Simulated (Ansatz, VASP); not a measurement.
# Cross-check of Mg3SnO between VASP and Ansatz

Aim: how closely do two programs agree when they are given the same cell, functional and k mesh? The cell is generated by rule, not measured, and may not be a known phase. The cell is taken from a series of runs on this material, whose earlier steps may have relaxed, scaled, displaced or heated it; both programs get it as it stands.

Program: Ansatz 0.2.0. Level of theory: plane waves, with VASP 6.6.1 beside it; relaxation of cell and atoms at RPBE and zone-centre phonons at RPBE. Results are calculated unless marked as measured.

### Step 1. The structure

It takes space group Pm-3m (No. 221, cubic). Conventional cell: a = 4.434 Å, b = 4.434 Å, c = 4.434 Å, α = 90.00°, β = 90.00°, γ = 90.00°. Nearest to Mg lie 2 O at 2.22 Å. Sn has 12 Mg at 3.14 Å nearest. O has 6 Mg at 2.22 Å nearest. Farther neighbours and most contacts between anions are not listed.

### Step 2. Ansatz: relaxation of cell and atoms, RPBE, pair 1

Ansatz runs on its default PAW (the set named soft_2) files.

The relaxed volume is the usual yardstick between codes: in a stiff, nearly cubic crystal its relative difference is about their pressure difference at one cell divided by the bulk modulus.

Input file input.yaml:

```yaml
crystal:
  lattice:
    - [4.4342783853, 0.0, 0.0]
    - [0.0, 4.4342783853, 0.0]
    - [0.0, 0.0, 4.4342783853]
  atoms:
    - { symbol: Mg, position: [0.0, 0.5, 0.5] }
    - { symbol: Mg, position: [0.5, 0.0, 0.5] }
    - { symbol: Mg, position: [0.5, 0.5, 0.0] }
    - { symbol: Sn, position: [0.0, 0.0, 0.0] }
    - { symbol: O, position: [0.5, 0.5, 0.5] }
kpoints:
  mp_grid: { grid: [8, 8, 8] }
hamiltonian:
  xc: rpbe
scf:
  occupations: { method: gaussian, width: 0.1 }
output:
  forces: true
  stress: true
  eigenvalues: true
  write_density: true
  write_potential: true
  elf: true
  volumetric_format: npy
relax:
  adjacent_minimum: "off"
  f_tol: 0.005
  max_steps: 80
  cell: { stress_tol: 0.05 }
```

Launch:

```sh
ansatz run input.yaml --threads 8 --pin off --max-ram 14336MiB --backend cpu --events-out ev --progress --plain --runs-dir out
```

Numbers of over 12 decimals in the logs are rounded to 6 here.

The program printed:

```text
Engine: ansatz 0.2.0, x86_64-unknown-linux-gnu
Pseudopotentials: kind: paw
Pseudopotential: Mg, paw, valence charge 10, recommended cutoff 420 eV (normal), Mg.paw.azcp
Pseudopotential: Sn, paw, valence charge 14, recommended cutoff 420 eV (normal), Sn.paw.azcp
Pseudopotential: O, paw, valence charge 6, recommended cutoff 420 eV (normal), O.paw.azcp
Functional definition: RPBE
  parameter kappa = 0.804
  parameter beta = 0.066725
  exchange = rpbe_x(kappa = kappa, mu = beta*pi^2/3)
  correlation = pbe_c(beta = beta)
Crystal: 5 atoms, lattice volume = 87.190 Å³
Basis set: ecut = 420 eV, 1743 PW (Γ), exchange–correlation on 60×60×60 points (8 copies of the dense FFT grid, shifted against one another)
Bands: 30, of which v1, the nominal top of the filled ones, is band 25 counted from 1 (24 counted from 0)
Symmetry: 48 space group operations
Space group: Pm-3m (ITA 221), of the structure as read, at distance tolerance 4.4e-5 Å
k-points: 35 of 512
Non-local potential: Mg, projectors of the file, l = 0: 3, l = 1: 2, l = 2: 1
Non-local potential: Sn, projectors of the file, l = 0: 2, l = 1: 2, l = 2: 2, l = 3: 2
Non-local potential: O, projectors of the file, l = 0: 2, l = 1: 2, l = 2: 1
PAW form: soft (Blöchl's): semilocal exchange-correlation on the pseudo side does not see the compensation charge
PAW frozen core: Mg, regenerated for the run's functional, and the local potential with it (the file was generated under x = pbe(κ = 0.804, μ = 0.219515), c = pbe(β = 0.066725))
PAW frozen core: Sn, regenerated for the run's functional, and the local potential with it (the file was generated under x = pbe(κ = 0.804, μ = 0.219515), c = pbe(β = 0.066725))
PAW frozen core: O, regenerated for the run's functional, and the local potential with it (the file was generated under x = pbe(κ = 0.804, μ = 0.219515), c = pbe(β = 0.066725))
PAW one-centre angular grid: Mg, 110 points (default); XC on 64 Gauss nodes
PAW one-centre angular grid: Sn, 590 points (default); XC on 64 Gauss nodes
PAW one-centre angular grid: O, 110 points (default); XC on 64 Gauss nodes
Initial density: superposition of atomic densities (neutral atoms: chi_scale 0, normalization atom), corrected by the library's trained network
Initial wavefunctions: pseudopotential atomic-orbital guess
Functional: x = rpbe, c = pbe(β = 0.066725)
SCF iter   1: F=—  HF=-12384.357019 eV  |F-HF|=—  |Δ(HF+E_count)|=         —  Δρ=5.17e-3  dr2=5.92e-2  ethr=1.77e-3  ⟨swp⟩=7.1  Hψ=5216  notcnv=0
preconditioner: auto → Resta (q_TF=auto, 2.487 Å⁻¹)  ε∞=4.9  [insulator: Δε(μ)=0.103 eV  Ē_g=7.545 eV  σ=0.100 eV  W_gap=0.52  n_scr=26 (ndim 8)  ℏωp=14.9 eV  f_vac=0.000  D(μ)=0.75/eV (n_scr^D=0)  ε∞_Penn≈4.9]
SCF iter   2: F=—  HF=-12384.343531 eV  |F-HF|=—  |Δ(HF+E_count)|=   1.35e-2  Δρ=3.04e-3  dr2=1.39e-2  ethr=1.18e-4  ⟨swp⟩=1.9  Hψ=1429  notcnv=0  defer=5
SCF iter   3: F=—  HF=-12384.340431 eV  |F-HF|=—  |Δ(HF+E_count)|=   3.10e-3  Δρ=1.57e-3  dr2=4.87e-3  ethr=2.79e-5  ⟨swp⟩=2.0  Hψ=1299  notcnv=0  defer=5
SCF iter   4: F=—  HF=-12384.339292 eV  |F-HF|=—  |Δ(HF+E_count)|=   1.14e-3  Δρ=4.82e-4  dr2=2.62e-4  ethr=9.75e-6  ⟨swp⟩=2.0  Hψ=1197  notcnv=0  defer=6
SCF iter   5: F=—  HF=-12384.339267 eV  |F-HF|=—  |Δ(HF+E_count)|=   2.51e-5  Δρ=1.37e-4  dr2=2.36e-5  ethr=5.25e-7  ⟨swp⟩=2.0  Hψ=1289  notcnv=0  defer=6
SCF iter   6: F=—  HF=-12384.338760 eV  |F-HF|=—  |Δ(HF+E_count)|=   5.08e-4  Δρ=2.31e-5  dr2=3.37e-7  ethr=4.71e-8  ⟨swp⟩=2.0  Hψ=1900  notcnv=0  defer=8
SCF iter   7: F=-12384.338760 eV  HF=-12384.338760 eV  |F-HF|=4.84e-9  |Δ(HF+E_count)|=   1.43e-7  Δρ=7.85e-6  dr2=3.71e-8  ethr=2.00e-10  ⟨swp⟩=12.7  Hψ=7602  notcnv=0
SCF 1 converged in 7 iterations: F = -12384.338760 eV  dr2 = 3.71e-8
  greatest PAW one-centre occupation: 1.000 electrons in one spin orbital (limit 2), on the Mg atom at site 2 (counted from 0), in its partial waves of l = 0
relax step   1: F+E_penalty+E_count = -12384.33875994 eV  Δ(F+E_penalty+E_count) = +0.000e0 eV  max|allowed force component| = 4.315e-29 eV/Å  Δτ_max = 0.0000 Å  P = +0.147 GPa  Ω = 87.190 Å³  (7 SCF iters, dr2 threshold 1.00e-7 eV, accepted)
[...]
relax step   2: F+E_penalty+E_count = -12384.33871585 eV  Δ(F+E_penalty+E_count) = +4.409e-5 eV  max|allowed force component| = 8.868e-30 eV/Å  Δτ_max = 0.0000 Å  P = +0.022 GPa  Ω = 87.352 Å³  energy of the carried Pulay correction = -1.292e-4 eV  (4 SCF iters, dr2 threshold 5.37e-8 eV, accepted)
[...]
relax step   3: F+E_penalty+E_count = -12384.33886194 eV  Δ(F+E_penalty+E_count) = -1.461e-4 eV  max|allowed force component| = 1.209e-29 eV/Å  Δτ_max = 0.0000 Å  P = +0.025 GPa  Ω = 87.352 Å³  stress off target by 2.47e-2 GPa  SCF on the basis re-selected at this cell (its energy is not comparable with the rows above)  (6 SCF iters)
basis re-selected at this cell: Δ(F+E_penalty+E_count) = -1.461e-4 eV, ΔP = +0.003 GPa vs the last step (what re-selecting the basis moved, of the pressure what is left beyond the Pulay correction that the steps carried, after the strain that the cell walked since its last selection, with what the two solves' SCF thresholds leave and, on support functions, any second-order correction that the steps lacked; it is no m [...]
SCF converged after 6 iterations
Free energy (F): -12384.338862 eV
Harris-Foulkes:  -12384.338862 eV  (|F-HF|=4.00e-11)
Internal energy: -12384.335372 eV  (E = F + TS)
E sigma→0 (E₀):  -12384.337117 eV
Entropy (-TS):   -0.003490 eV (-0.698 meV/atom)
Fermi energy:    9.244166 eV
--- Per-component energies (eV) ---
  E_band       = -1087.865815
  E_kinetic    = 591.591602
  E_local      = -5708.543949  (includes V_loc(G=0)·N_el)
  E_nonlocal   = 299.646807
  E_hartree    = 2254.889376
  E_xc         = -545.537223
  E_vxc        = -303.589423  (∫ρ·V_xc dr)
  E_paw        = -5191.185252  (= ΣΔE_a)
  E_vpaw       = -476.751756  (= ΣTr[D̂ρ^β])
  E_aug_tail   = 0.002350  (compensation charges beyond the density's cutoff)
  E_ewald      = -4085.127832
  E_core_change = -0.071250  (= ΣΔE_core)
  E_smearing   = -0.003490  (= −TS)
  E_closure    = 0.000000  (closes the sum)
  Σ components = -12384.338862   (vs F -12384.338862, Δ=0.00e0)
--- Forces (eV/Å), atoms counted from 1 ---
  atom   1  Mg     0.00000000    -0.00000000     0.00000000
  atom   2  Mg     0.00000000     0.00000000    -0.00000000
  atom   3  Mg     0.00000000     0.00000000    -0.00000000
  atom   4  Sn     0.00000000    -0.00000000     0.00000000
  atom   5  O     -0.00000000     0.00000000    -0.00000000
  max |Σ_I F_I| component: 2.37e-29 eV/Å
--- Stress (GPa, compression-positive) ---
        0.024691       0.000000       0.000000
        0.000000       0.024691       0.000000
        0.000000       0.000000       0.024691
  P = ⅓ Tr σ = 0.0247 GPa (0.247 kbar)
--- Band table (eV; the first three rows and the last of 35) ---
  k-point 0: bands = [... 21 lower, 3.7524, 8.8631, 8.8631, 8.8631, 9.8231, 9.8231, 10.6608, 15.1491, ... 1 higher]
  k-point 1: bands = [... 21 lower, 3.7766, 7.7392, 8.8478, 8.8478, 9.9301, 10.3688, 11.6496, 14.3466, ... 1 higher]
  k-point 2: bands = [... 21 lower, 3.8367, 6.3914, 8.8034, 8.8034, 10.2415, 10.9452, 13.5755, 13.5755, ... 1 higher]
  k-point 34: bands = [... 21 lower, 3.3296, 5.9342, 5.9342, 5.9342, 10.7068, 10.7068, 10.7068, 12.7085, ... 1 higher]
--- Relaxed structure (2 steps of the walk, 2 accepted, 1 SCFs on fresh bases) ---
  F+E_penalty+E_count = -12384.33886194 eV   max|allowed force component| = 1.209e-29 eV/Å   (the final SCF, on the basis selected at the relaxed cell)
  cell:  # Å, volume = 87.3523 Å³
    - [4.437021, 0, 0]
    - [0, 4.437021, 0.0]
    - [0, 0.0, 4.437021]
  atoms:
    - { symbol: Mg, position: [0, 0.5, 0.5] }
    - { symbol: Mg, position: [0.5, 0, 0.5] }
    - { symbol: Mg, position: [0.5, 0.5, 0] }
    - { symbol: Sn, position: [0, 0, 0] }
    - { symbol: O, position: [0.5, 0.5, 0.5] }
```

In the SCF lines HF is the Harris–Foulkes energy and dr2 the Hartree energy of the density residual, in eV; the loop may stop once dr2 is under the threshold and the program's other checks hold. Hψ counts applications of the Hamiltonian.

### Step 3. VASP: relaxation of cell and atoms, RPBE, pair 1

The same cell, functional, mesh and smearing now go to VASP, with its own data sets.

Lines of VASP's logs that name or quote its potential files are left out, and so is its time.

Input file INCAR:

```
SYSTEM = Mg3SnO
PREC = Accurate
ENCUT = 600
EDIFF = 1E-07
NELM = 120
ISMEAR = 0
SIGMA = 0.1
LREAL = .FALSE.
ALGO = Normal
GGA = RP
NBANDS = 19
LORBIT = 11
LWAVE = .FALSE.
LCHARG = .FALSE.
ISIF = 3
IBRION = 2
NSW = 80
EDIFFG = -0.005
LASPH = .TRUE.
GGA_COMPAT = .FALSE.
NELMIN = 4
KPAR = 2
```

Input file POSCAR:

```
Mg3SnO
1.0
    4.4342780000      0.0000000000      0.0000000000
    0.0000000000      4.4342780000      0.0000000000
    0.0000000000      0.0000000000      4.4342780000
Mg Sn O
3 1 1
Direct
    0.0000000000      0.5000000000      0.5000000000
    0.5000000000      0.0000000000      0.5000000000
    0.5000000000      0.5000000000      0.0000000000
    0.0000000000      0.0000000000      0.0000000000
    0.5000000000      0.5000000000      0.5000000000
```

Input file KPOINTS:

```
Automatic mesh
0
Gamma
8 8 8
0 0 0
```

PAW data sets: Mg, Sn_d and O (PBE family, release 64).

Launch:

```sh
mpirun -np 2 vasp_std
```

The program printed:

```text
[banner, memory and clock lines left out]
running    2 mpi-ranks, on    1 nodes
 distrk:  each k-point on    1 cores,    2 groups
 distr:  one band on    1 cores,    1 groups

 POSCAR found type information on POSCAR MgSnO
 POSCAR found :  3 types and       5 ions
|                                                                             |
|               ----> ADVICE to this user running VASP <----                  |
|                                                                             |
|     You enforced a specific xc type in the INCAR file but a different       |
|     [... a line on the potential file left out ...]
|     I HOPE YOU KNOW WHAT YOU ARE DOING!                                     |
|                                                                             |

 LDA part: xc-table for (Slater+PW92), standard interpolation
 POSCAR, INCAR and KPOINTS ok, starting setup
 FFT: planning ... GRIDC
 FFT: planning ... GRID_SOFT
 FFT: planning ... GRID
 WAVECAR not read
 entering main loop
       N       E                     dE             d eps       ncg     rms          rms(c)
DAV:   1     0.197065685046E+03    0.19707E+03   -0.13018E+04  1339   0.163E+03
DAV:   2     0.645485915287E+01   -0.19061E+03   -0.18235E+03  1485   0.402E+02
DAV:   3    -0.184078945149E+02   -0.24863E+02   -0.24505E+02  1512   0.123E+02
DAV:   4    -0.193174114159E+02   -0.90952E+00   -0.90740E+00  1595   0.251E+01
DAV:   5    -0.193401447260E+02   -0.22733E-01   -0.22730E-01  1557   0.412E+00    0.853E+00
DAV:   6    -0.172415767781E+02    0.20986E+01   -0.11757E+01  1444   0.191E+01    0.376E+00
DAV:   7    -0.171943722583E+02    0.47205E-01   -0.12139E+00  1393   0.657E+00    0.208E+00
DAV:   8    -0.171692812976E+02    0.25091E-01   -0.48003E-01  1470   0.454E+00    0.108E+00
DAV:   9    -0.171450674702E+02    0.24214E-01   -0.15913E-01  1507   0.269E+00    0.287E-01
DAV:  10    -0.171469493166E+02   -0.18818E-02   -0.22735E-02  1427   0.989E-01    0.219E-01
DAV:  11    -0.171460369282E+02    0.91239E-03   -0.66023E-03  1575   0.465E-01    0.330E-02
DAV:  12    -0.171461645042E+02   -0.12758E-03   -0.14125E-03  1632   0.289E-01    0.574E-02
DAV:  13    -0.171460608309E+02    0.10367E-03   -0.41355E-04  1579   0.160E-01    0.985E-03
DAV:  14    -0.171460679027E+02   -0.70718E-05   -0.91892E-05  1411   0.517E-02    0.855E-03
DAV:  15    -0.171460677208E+02    0.18194E-06   -0.96741E-06  1486   0.212E-02    0.196E-03
DAV:  16    -0.171460675064E+02    0.21436E-06   -0.19630E-06  1530   0.889E-03    0.120E-03
DAV:  17    -0.171460674970E+02    0.94569E-08   -0.15482E-07   959   0.237E-03
   1 F= -.17146067E+02 E0= -.17144310E+02  d E =-.171461E+02
 curvature:   0.00 expect dE= 0.000E+00 dE for cont linesearch  0.000E+00
 trial: gam= 0.00000 g(F)=  0.000E+00 g(S)=  0.553E-03 ort = 0.000E+00 (trialstep = 0.100E+01)
 search vector abs. value=  0.553E-03
 bond charge predicted
       N       E                     dE             d eps       ncg     rms          rms(c)
DAV:   1    -0.171499639317E+02   -0.38964E-02   -0.70540E-02  1572   0.334E+00    0.370E-01
DAV:   2    -0.171468259333E+02    0.31380E-02   -0.12510E-02  1525   0.113E+00    0.124E-01
DAV:   3    -0.171464411355E+02    0.38480E-03   -0.11785E-03  1689   0.372E-01    0.567E-02
DAV:   4    -0.171463455329E+02    0.95603E-04   -0.28597E-04  1790   0.183E-01    0.185E-02
DAV:   5    -0.171463378329E+02    0.77000E-05   -0.47824E-05  1514   0.516E-02    0.626E-03
DAV:   6    -0.171463375634E+02    0.26946E-06   -0.12924E-05  1577   0.221E-02    0.452E-03
DAV:   7    -0.171463378213E+02   -0.25793E-06   -0.24716E-06  1424   0.108E-02    0.572E-04
DAV:   8    -0.171463381791E+02   -0.35780E-06   -0.27674E-07  1309   0.470E-03    0.470E-04
DAV:   9    -0.171463381975E+02   -0.18337E-07   -0.89565E-09   728   0.747E-04
   2 F= -.17146338E+02 E0= -.17144605E+02  d E =-.270701E-03
 trial-energy change:   -0.000271  1 .order   -0.000267   -0.000553    0.000018
 step:   0.9689(harm=  0.9678)  dis= 0.00000  next Energy=   -17.146338 (dE=-0.271E-03)
 reached required accuracy - stopping structural energy minimisation
```

Parts of OUTCAR (step 3):

```text
ion  position               nearest neighbor table
   1  0.000  0.500  0.500-   5 2.22   5 2.22   4 3.14   2 3.14   3 3.14   4 3.14   2 3.14   4 3.14
                             4 3.14   2 3.14   3 3.14   3 3.14   3 3.14   2 3.14
   2  0.500  0.000  0.500-   5 2.22   5 2.22   4 3.14   1 3.14   3 3.14   4 3.14   1 3.14   3 3.14
                             3 3.14   3 3.14   1 3.14   4 3.14   4 3.14   1 3.14
   3  0.500  0.500  0.000-   5 2.22   5 2.22   4 3.14   1 3.14   1 3.14   2 3.14   2 3.14   2 3.14
                             4 3.14   2 3.14   1 3.14   4 3.14   1 3.14   4 3.14
   4  0.000  0.000  0.000-   1 3.14   2 3.14   3 3.14   1 3.14   2 3.14   1 3.14   3 3.14   1 3.14
                             2 3.14   3 3.14   2 3.14   3 3.14
   5  0.500  0.500  0.500-   1 2.22   2 2.22   3 2.22   3 2.22   2 2.22   1 2.22

  LATTYP: Found a simple cubic cell.
 ALAT       =     4.4342780000

 Subroutine GETGRP returns: Found 48 space group operations
 (whereof 48 operations were pure point group operations)

The static configuration has the point symmetry O_h .

 Found     35 irreducible k-points:

   k-points           NKPTS =     35   k-points in BZ     NKDIM =     35   number of bands    NBANDS=     19

   dimension x,y,z NGX =    36 NGY =   36 NGZ =   36
   dimension x,y,z NGXF=    72 NGYF=   72 NGZF=   72

   ENCUT  =  600.0 eV  44.10 Ry    6.64 a.u.   8.86  8.86  8.86*2*pi/ulx,y,z

   NELECT =      26.0000    total number of electrons

 k-points in reciprocal lattice and weights: Automatic mesh
   0.00000000  0.00000000  0.00000000       0.002
   0.12500000  0.00000000  0.00000000       0.012
   0.25000000  0.00000000  0.00000000       0.012
   0.37500000  0.00000000  0.00000000       0.012
   0.50000000  0.00000000  0.00000000       0.006
   0.12500000  0.12500000  0.00000000       0.023
   0.25000000  0.12500000  0.00000000       0.047
   0.37500000  0.12500000  0.00000000       0.047
   0.50000000  0.12500000  0.00000000       0.023
[...]
0.50000000  0.50000000  0.37500000       0.012
   0.50000000  0.50000000  0.50000000       0.002

 average (electrostatic) potential at core
       1 -37.0399       2 -37.0399       3 -37.0399       4-100.7021       5 -70.8128

 E-fermi :   5.7879

 k-point     1 :       0.0000    0.0000    0.0000
  band No.  band energies     occupation
    ...
      9       0.2715      2.00000
     10       0.2715      2.00000
     11       5.4093      2.00000
     12       5.4093      2.00000
     13       5.4093      2.00000
     14       6.3607      0.00000
     15       6.3607      0.00000
     16       7.2364      0.00000
     17      11.7023      0.00000
     18      11.7023      0.00000
    ...

 k-point     2 :       0.1250    0.0000    0.0000
  band No.  band energies     occupation
    ...
      9       0.2961      2.00000
     10       0.2961      2.00000
     11       4.2815      2.00000
     12       5.3931      2.00000
     13       5.3931      2.00000
     14       6.4679      0.00000
     15       6.9199      0.00000
     16       8.2169      0.00000
     17      10.8967      0.00000
     18      10.8967      0.00000
    ...

 k-point     3 :       0.2500    0.0000    0.0000
  band No.  band energies     occupation
    ...
      9       0.3572      2.00000
     10       0.3572      2.00000
     11       2.9296      2.00000
     12       5.3464      2.00000
     13       5.3464      2.00000
     14       6.7801      0.00000
     15       7.5040      0.00000
     16      10.1263      0.00000
     17      10.1263      0.00000
     18      10.1538      0.00000
    ...

  Total        0.0045978      0.0045978      0.0045978      0.0000000     -0.0000000      0.0000000
  in kB        0.0848266      0.0848266      0.0848266      0.0000000     -0.0000000      0.0000000
  external PRESSURE =       0.0848266 kB  Pullay stress =       0.0000000 kB

  energy-cutoff  :      600.00
  volume of cell :       86.84
      direct lattice vectors                 reciprocal lattice vectors
     4.428364888 -0.000000000 -0.000000000     0.225816983  0.000000000 -0.000000000
    -0.000000000  4.428364888 -0.000000000     0.000000000  0.225816983  0.000000000
     0.000000000 -0.000000000  4.428364888     0.000000000  0.000000000  0.225816983

 POSITION                                       TOTAL-FORCE (eV/Angst)
 -----------------------------------------------------------------------------------
     -0.00000      2.21418      2.21418         0.000000      0.000000      0.000000
      2.21418     -0.00000      2.21418         0.000000      0.000000      0.000000
      2.21418      2.21418     -0.00000         0.000000      0.000000      0.000000
      0.00000      0.00000      0.00000         0.000000     -0.000000      0.000000
      2.21418      2.21418      2.21418        -0.000000     -0.000000      0.000000
 -----------------------------------------------------------------------------------
    total drift:                                0.000000      0.000000      0.000000

  FREE ENERGIE OF THE ION-ELECTRON SYSTEM (eV)
  ---------------------------------------------------
  free  energy   TOTEN  =       -17.1463381975 eV

  energy  without entropy=      -17.1428725786  energy(sigma->0) =      -17.14460539

 reached required accuracy - stopping structural energy minimisation

 total charge
# of ion       s       p       d       tot
------------------------------------------
    1        0.150   0.127   0.034   0.311
    2        0.150   0.127   0.034   0.311
    3        0.150   0.127   0.034   0.311
    4        1.134   1.386   9.928  12.448
    5        1.566   3.444   0.000   5.010
--------------------------------------------------
tot          3.149   5.212  10.031  18.392

[... 3 further parts left out ...]
```

CONTCAR:

```
Mg3SnO
   1.00000000000000
     4.4283648882908757   -0.0000000000000000   -0.0000000000000000
    -0.0000000000000000    4.4283648882908757   -0.0000000000000000
     0.0000000000000000   -0.0000000000000000    4.4283648882908757
  Mg              Sn              O
     3     1     1
Direct
     0.0000000000000000    0.5000000000000000    0.5000000000000000
     0.5000000000000000    0.0000000000000000    0.5000000000000000
     0.5000000000000000    0.5000000000000000    0.0000000000000000
     0.0000000000000000    0.0000000000000000    0.0000000000000000
     0.5000000000000000    0.5000000000000000    0.5000000000000000
```

[end of part 1 of 2]

[Lines on the potential files, build, host, timing and source positions are cut from VASP's logs without a mark.]

[Logs are printed without paths, hosts, clocks, repeated set-up lines and the standing remarks that a program may print on its own settings, such as how far it seeks lower states.]

[Hosts, paths, dates, database ids (printed as entryN), source tags and the programs' standing remarks are cut or masked in the printed files.]
